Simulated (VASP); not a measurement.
Computed with revTPSS meta-GGA, VASP's PBE PAW potentials (set 64) (plane waves; VASP).

VASP input:

**INCAR**
```
ALGO  =  Normal
EDIFF  =  1E-7
EDIFFG  =  -0.01
ENCUT  =  520
IBRION  =  2
ISIF  =  4
ISMEAR  =  0
LASPH  =  T
LCHARG  =  F
LMAXMIX  =  4
LMIXTAU  =  T
LREAL  =  F
LWAVE  =  F
METAGGA  =  RTPSS
NELM  =  100
NSW  =  30
PREC  =  Accurate
SIGMA  =  0.05
SYSTEM  =  MgI2
```

File POSCAR:
```
MgI2
1
    2.0689729084    -3.5835657670     0.0000000000
    2.0689729084     3.5835657670     0.0000000000
    0.0000000000     0.0000000000     7.5337368806
Mg I
1 2
Direct
  0.0000000000   0.0000000000   0.0000000000
  0.3333330000   0.6666670000   0.2195370402
  0.6666670000   0.3333330000   0.7804629598
```

### KPOINTS
```
Regular mesh
0
gamma
6 6 3
```

POTCAR, in this order: Mg I (PBE.64 set). Program: vasp_std.

The resulting files:

### OSZICAR
```
       N       E                     dE             d eps       ncg     rms          rms(c)
DAV:   1     0.127150411428E+03    0.12715E+03   -0.59164E+03   408   0.107E+03
DAV:   2     0.368393405673E+02   -0.90311E+02   -0.82543E+02   636   0.216E+02
DAV:   3     0.290640830551E+02   -0.77753E+01   -0.77252E+01   524   0.675E+01
DAV:   4     0.288632539638E+02   -0.20083E+00   -0.20063E+00   540   0.137E+01
DAV:   5     0.288573483926E+02   -0.59056E-02   -0.59051E-02   548   0.236E+00    0.405E+00
DAV:   6     0.293349809753E+02    0.47763E+00   -0.35967E+00   408   0.271E+01    0.286E+00
DAV:   7     0.309070655641E+02    0.15721E+01   -0.11653E+00   424   0.949E+00    0.920E-01
DAV:   8     0.308389587480E+02   -0.68107E-01   -0.43898E-02   504   0.198E+00    0.478E-01
DAV:   9     0.307893877996E+02   -0.49571E-01   -0.32130E-02   488   0.140E+00    0.281E-01
DAV:  10     0.307278082914E+02   -0.61580E-01   -0.27777E-02   476   0.138E+00    0.276E-01
DAV:  11     0.307823605930E+02    0.54552E-01   -0.28272E-02   420   0.236E+00    0.159E-01
DAV:  12     0.307137352779E+02   -0.68625E-01   -0.23966E-02   424   0.214E+00    0.857E-02
DAV:  13     0.307088298684E+02   -0.49054E-02   -0.50248E-03   452   0.685E-01    0.359E-02
DAV:  14     0.307087285221E+02   -0.10135E-03   -0.24275E-04   484   0.174E-01    0.578E-02
DAV:  15     0.307089394171E+02    0.21090E-03   -0.12313E-04   456   0.135E-01    0.380E-02
DAV:  16     0.307085801840E+02   -0.35923E-03   -0.17164E-04   444   0.145E-01    0.144E-02
DAV:  17     0.307085737423E+02   -0.64417E-05   -0.77495E-06   520   0.271E-02    0.137E-02
DAV:  18     0.307085739181E+02    0.17580E-06   -0.79004E-06   472   0.211E-02    0.241E-03
DAV:  19     0.307085728931E+02   -0.10250E-05   -0.30006E-06   484   0.179E-02    0.299E-03
DAV:  20     0.307085729166E+02    0.23520E-07   -0.28616E-07   496   0.585E-03
   1 F= 0.30708573E+02 E0= 0.30708573E+02  d E =0.307086E+02
       N       E                     dE             d eps       ncg     rms          rms(c)
DAV:   1     0.307074047071E+02   -0.11682E-02   -0.81771E-02   444   0.168E+00    0.147E-01
DAV:   2     0.307067590637E+02   -0.64564E-03   -0.31065E-03   472   0.392E-01    0.609E-02
DAV:   3     0.307066886184E+02   -0.70445E-04   -0.48523E-05   480   0.650E-02    0.410E-02
DAV:   4     0.307066741282E+02   -0.14490E-04   -0.20337E-05   468   0.343E-02    0.165E-02
DAV:   5     0.307066725975E+02   -0.15308E-05   -0.39046E-06   456   0.162E-02    0.625E-03
DAV:   6     0.307066734350E+02    0.83748E-06   -0.72662E-07   440   0.996E-03    0.115E-03
DAV:   7     0.307066732173E+02   -0.21764E-06   -0.71282E-07   484   0.101E-02    0.982E-04
DAV:   8     0.307066728411E+02   -0.37623E-06   -0.13111E-07   304   0.463E-03    0.244E-04
DAV:   9     0.307066728173E+02   -0.23751E-07   -0.17119E-08   256   0.136E-03
   2 F= 0.30706673E+02 E0= 0.30706673E+02  d E =-.190010E-02
       N       E                     dE             d eps       ncg     rms          rms(c)
DAV:   1     0.307107489624E+02    0.40761E-02   -0.73108E-01   428   0.501E+00    0.437E-01
DAV:   2     0.307052779377E+02   -0.54710E-02   -0.27827E-02   476   0.117E+00    0.180E-01
DAV:   3     0.307044044081E+02   -0.87353E-03   -0.45581E-04   472   0.202E-01    0.121E-01
DAV:   4     0.307042526639E+02   -0.15174E-03   -0.18307E-04   476   0.104E-01    0.502E-02
DAV:   5     0.307042360020E+02   -0.16662E-04   -0.36842E-05   448   0.502E-02    0.191E-02
DAV:   6     0.307042401412E+02    0.41392E-05   -0.59616E-06   432   0.279E-02    0.346E-03
DAV:   7     0.307042401230E+02   -0.18190E-07   -0.67563E-06   464   0.299E-02    0.340E-03
DAV:   8     0.307042350215E+02   -0.51015E-05   -0.13522E-06   440   0.140E-02    0.964E-04
DAV:   9     0.307042350132E+02   -0.82416E-08   -0.11880E-07   348   0.350E-03
   3 F= 0.30704235E+02 E0= 0.30704235E+02  d E =-.433790E-02
       N       E                     dE             d eps       ncg     rms          rms(c)
DAV:   1     0.307017971600E+02   -0.24379E-02   -0.12948E-01   408   0.198E+00    0.228E-01
DAV:   2     0.307028522135E+02    0.10551E-02   -0.41455E-03   448   0.475E-01    0.949E-02
DAV:   3     0.307030686479E+02    0.21643E-03   -0.49925E-04   492   0.166E-01    0.545E-02
DAV:   4     0.307032361077E+02    0.16746E-03   -0.45347E-04   496   0.144E-01    0.157E-02
DAV:   5     0.307032089885E+02   -0.27119E-04   -0.99623E-05   420   0.818E-02    0.131E-02
DAV:   6     0.307031931232E+02   -0.15865E-04   -0.74170E-06   492   0.236E-02    0.103E-02
DAV:   7     0.307031828709E+02   -0.10252E-04   -0.60268E-06   428   0.216E-02    0.380E-03
DAV:   8     0.307031817163E+02   -0.11546E-05   -0.26473E-06   472   0.144E-02    0.187E-03
DAV:   9     0.307031808785E+02   -0.83778E-06   -0.45362E-07   456   0.684E-03    0.131E-03
DAV:  10     0.307031806103E+02   -0.26824E-06   -0.37349E-07   448   0.508E-03    0.352E-04
DAV:  11     0.307031805973E+02   -0.12997E-07   -0.30536E-08   336   0.191E-03
   4 F= 0.30703181E+02 E0= 0.30703181E+02  d E =-.105442E-02
       N       E                     dE             d eps       ncg     rms          rms(c)
DAV:   1     0.306942904338E+02   -0.88902E-02   -0.77309E-01   408   0.484E+00    0.552E-01
DAV:   2     0.307005906897E+02    0.63003E-02   -0.25061E-02   444   0.116E+00    0.232E-01
DAV:   3     0.307018585515E+02    0.12679E-02   -0.30136E-03   504   0.408E-01    0.134E-01
DAV:   4     0.307028266024E+02    0.96805E-03   -0.26173E-03   492   0.350E-01    0.369E-02
DAV:   5     0.307026549487E+02   -0.17165E-03   -0.59741E-04   412   0.202E-01    0.318E-02
DAV:   6     0.307025619519E+02   -0.92997E-04   -0.42870E-05   496   0.575E-02    0.246E-02
DAV:   7     0.307025038520E+02   -0.58100E-04   -0.34139E-05   424   0.519E-02    0.894E-03
DAV:   8     0.307024966709E+02   -0.71811E-05   -0.16044E-05   468   0.353E-02    0.445E-03
DAV:   9     0.307024919772E+02   -0.46938E-05   -0.27484E-06   444   0.167E-02    0.304E-03
DAV:  10     0.307024904164E+02   -0.15608E-05   -0.20125E-06   448   0.117E-02    0.896E-04
DAV:  11     0.307024903150E+02   -0.10135E-06   -0.20689E-07   440   0.479E-03    0.554E-04
DAV:  12     0.307024904073E+02    0.92242E-07   -0.68540E-08   316   0.316E-03
   5 F= 0.30702490E+02 E0= 0.30702490E+02  d E =-.174461E-02
       N       E                     dE             d eps       ncg     rms          rms(c)
DAV:   1     0.307019657410E+02   -0.52457E-03   -0.43021E-02   408   0.115E+00    0.132E-01
DAV:   2     0.307023109378E+02    0.34520E-03   -0.13598E-03   444   0.272E-01    0.550E-02
DAV:   3     0.307023777656E+02    0.66828E-04   -0.16062E-04   504   0.945E-02    0.315E-02
DAV:   4     0.307024321056E+02    0.54340E-04   -0.15117E-04   496   0.834E-02    0.911E-03
DAV:   5     0.307024240543E+02   -0.80513E-05   -0.33125E-05   412   0.473E-02    0.746E-03
DAV:   6     0.307024183111E+02   -0.57432E-05   -0.24640E-06   496   0.138E-02    0.591E-03
DAV:   7     0.307024151221E+02   -0.31889E-05   -0.19093E-06   432   0.123E-02    0.220E-03
DAV:   8     0.307024146546E+02   -0.46750E-06   -0.86928E-07   468   0.824E-03    0.109E-03
DAV:   9     0.307024145064E+02   -0.14829E-06   -0.13773E-07   328   0.379E-03    0.792E-04
DAV:  10     0.307024143851E+02   -0.12124E-06   -0.12123E-07   364   0.302E-03    0.206E-04
DAV:  11     0.307024143899E+02    0.47891E-08   -0.10211E-08   244   0.122E-03
   6 F= 0.30702414E+02 E0= 0.30702414E+02  d E =-.182062E-02
```

OUTCAR:
```
------------------------ aborting loop because EDIFF is reached ----------------------------------------
  FORCE on cell =-STRESS in cart. coord.  units (eV):
  Direction    XX          YY          ZZ          XY          YZ          ZX
  --------------------------------------------------------------------------------------
  Total        0.1359660      0.1359660      0.1446064      0.0000000      0.0000000      0.0000000
  in kB        1.9499812      1.9499807      2.0738989      0.0000000      0.0000000      0.0000000
  external PRESSURE =       1.9912869 kB  Pullay stress =       0.0000000 kB
  volume of cell :      111.71
      direct lattice vectors                 reciprocal lattice vectors
     2.083524477 -3.608769748 -0.000000000     0.239977982 -0.138551372  0.000000000
     2.083524477  3.608769748  0.000000000     0.239977982  0.138551372  0.000000000
    -0.000000000  0.000000000  7.428871581     0.000000000 -0.000000000  0.134609946
 POSITION                                       TOTAL-FORCE (eV/Angst)
 -----------------------------------------------------------------------------------
      0.00000     -0.00000      0.00000         0.000000     -0.000000      0.000000
      2.08352      1.20293      1.67092        -0.000000     -0.000000      0.004978
      2.08352     -1.20293      5.75795        -0.000000      0.000000     -0.004978
 -----------------------------------------------------------------------------------
    total drift:                               -0.000000      0.000000      0.000000
  FREE ENERGIE OF THE ION-ELECTRON SYSTEM (eV)
  ---------------------------------------------------
  free  energy   TOTEN  =        30.7024143899 eV

  energy  without entropy=       30.7024143899  energy(sigma->0) =       30.70241439

 reached required accuracy - stopping structural energy minimisation
```
(Selected blocks of OUTCAR.)

CONTCAR:
```
MgI2
   1.00000000000000
     2.0835244774416091   -3.6087697477028016   -0.0000000000000000
     2.0835244774416091    3.6087697477028016    0.0000000000000000
    -0.0000000000000000    0.0000000000000000    7.4288715809247865
  Mg              I
     1     2
Direct
     0.0000000000000000    0.0000000000000000    0.0000000000000000
     0.3333330000000032    0.6666669999999968    0.2249229440813443
     0.6666669999999968    0.3333330000000032    0.7750770559186557
```

Without a dispersion term in the relaxation, distances and binding between the weakly bound layers, chains or molecules are unreliable, and so is what depends on them.

The compound is MgI2 in the 1T layered structure. This cell is one point of a volume scan, at 0.97 of the reference volume. Symmetry was kept, so distortions that lower it aren't found.
